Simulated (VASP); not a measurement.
These are r2SCAN meta-GGA, VASP's PBE PAW potentials (set 64) (plane waves; VASP) values and carry that method's errors.

Input for VASP

**INCAR**
```
ALGO  =  Normal
EDIFF  =  1E-7
ENCUT  =  520
ISIF  =  2
ISMEAR  =  0
LASPH  =  T
LCHARG  =  F
LMAXMIX  =  4
LMIXTAU  =  T
LREAL  =  F
LWAVE  =  F
METAGGA  =  R2SCAN
NELM  =  100
PREC  =  Accurate
SIGMA  =  0.05
SYSTEM  =  BaTiO3
```

### POSCAR
```
BaTiO3
1.0
  3.9679479280   0.0000000000   0.0000000000
  0.0000000000   3.9679479280   0.0000000000
  0.0000000000   0.0000000000   3.9679479280
Ba Ti O
1 1 3
Cart
  0.0000000000   0.0000000000   0.0000000000
  1.9839739640   1.9839739640   1.9839739640
  1.9839739640   0.0000000000   1.9839739640
  0.0000000000   1.9839739640   1.9839739640
  1.9839739640   1.9839739640   0.0000000000
```

### KPOINTS
```
Automatic
0
gamma
6 6 6
```

POTCAR, in this order: Ba_sv Ti_sv O (PBE.64 set). Program: vasp_std.

Output

File OSZICAR:
```
       N       E                     dE             d eps       ncg     rms          rms(c)
DAV:   1     0.423118055295E+03    0.42312E+03   -0.22194E+04   960   0.186E+03
DAV:   2    -0.514405313679E+02   -0.47456E+03   -0.46778E+03  1192   0.504E+02
DAV:   3    -0.952377227633E+02   -0.43797E+02   -0.43744E+02  1488   0.150E+02
DAV:   4    -0.970741062104E+02   -0.18364E+01   -0.18355E+01  1376   0.267E+01
DAV:   5    -0.971421997712E+02   -0.68094E-01   -0.68088E-01  1344   0.370E+00    0.240E+01
DAV:   6    -0.742830943838E+02    0.22859E+02   -0.49291E+01  1400   0.803E+01    0.745E+00
DAV:   7    -0.734216995326E+02    0.86139E+00   -0.48677E+00  1096   0.150E+01    0.437E+00
DAV:   8    -0.769762632110E+02   -0.35546E+01   -0.16573E+00  1152   0.118E+01    0.178E+00
DAV:   9    -0.736942081273E+02    0.32821E+01   -0.12521E+00  1064   0.921E+00    0.101E+00
DAV:  10    -0.741889032596E+02   -0.49470E+00   -0.27311E-01  1120   0.449E+00    0.548E-01
DAV:  11    -0.741558811383E+02    0.33022E-01   -0.22114E-02  1176   0.144E+00    0.121E-01
DAV:  12    -0.741960802033E+02   -0.40199E-01   -0.23710E-02  1096   0.147E+00    0.122E-01
DAV:  13    -0.741973488396E+02   -0.12686E-02   -0.11170E-03  1272   0.273E-01    0.109E-01
DAV:  14    -0.741956977015E+02    0.16511E-02   -0.11845E-03   960   0.404E-01    0.454E-02
DAV:  15    -0.741981001679E+02   -0.24025E-02   -0.14015E-03   976   0.422E-01    0.290E-02
DAV:  16    -0.741981549216E+02   -0.54754E-04   -0.85976E-05  1648   0.796E-02    0.299E-02
DAV:  17    -0.741981543147E+02    0.60688E-06   -0.24768E-06  1144   0.136E-02    0.294E-02
DAV:  18    -0.741981482338E+02    0.60810E-05   -0.62661E-06  1008   0.283E-02    0.144E-02
DAV:  19    -0.741981522987E+02   -0.40649E-05   -0.13443E-05  1224   0.305E-02    0.323E-03
DAV:  20    -0.741981525727E+02   -0.27405E-06   -0.10648E-06  1224   0.829E-03    0.369E-03
DAV:  21    -0.741981527734E+02   -0.20065E-06   -0.67766E-08   496   0.250E-03    0.223E-03
DAV:  22    -0.741981533390E+02   -0.56561E-06   -0.10438E-07   704   0.368E-03    0.301E-04
DAV:  23    -0.741981533595E+02   -0.20508E-07   -0.51313E-08   480   0.197E-03
   1 F= -.74198153E+02 E0= -.74198153E+02  d E =-.294468E-11
```

### OUTCAR
```
------------------------ aborting loop because EDIFF is reached ----------------------------------------
  FORCE on cell =-STRESS in cart. coord.  units (eV):
  Direction    XX          YY          ZZ          XY          YZ          ZX
  --------------------------------------------------------------------------------------
  Total        2.2889311      2.2889311      2.2889311      0.0000000      0.0000000     -0.0000000
  in kB       58.7009883     58.7009883     58.7009883      0.0000000      0.0000000     -0.0000000
  external PRESSURE =      58.7009883 kB  Pullay stress =       0.0000000 kB
  volume of cell :       62.47
      direct lattice vectors                 reciprocal lattice vectors
     3.967947928  0.000000000  0.000000000     0.252019436  0.000000000  0.000000000
     0.000000000  3.967947928  0.000000000     0.000000000  0.252019436  0.000000000
     0.000000000  0.000000000  3.967947928     0.000000000  0.000000000  0.252019436
 POSITION                                       TOTAL-FORCE (eV/Angst)
 -----------------------------------------------------------------------------------
      0.00000      0.00000      0.00000         0.000000      0.000000      0.000000
      1.98397      1.98397      1.98397         0.000000      0.000000      0.000000
      1.98397      0.00000      1.98397         0.000000      0.000000      0.000000
      0.00000      1.98397      1.98397         0.000000      0.000000      0.000000
      1.98397      1.98397      0.00000         0.000000      0.000000      0.000000
 -----------------------------------------------------------------------------------
    total drift:                                0.000000      0.000000     -0.000000
  FREE ENERGIE OF THE ION-ELECTRON SYSTEM (eV)
  ---------------------------------------------------
  free  energy   TOTEN  =       -74.1981533595 eV

  energy  without entropy=      -74.1981533595  energy(sigma->0) =      -74.19815336
```
(Selected blocks of OUTCAR.)

The compound is BaTiO3 in the cubic perovskite structure, the ideal cubic form; the compound distorts at low or room temperature. This cell is one point of a volume scan, at 0.97 of the reference volume.
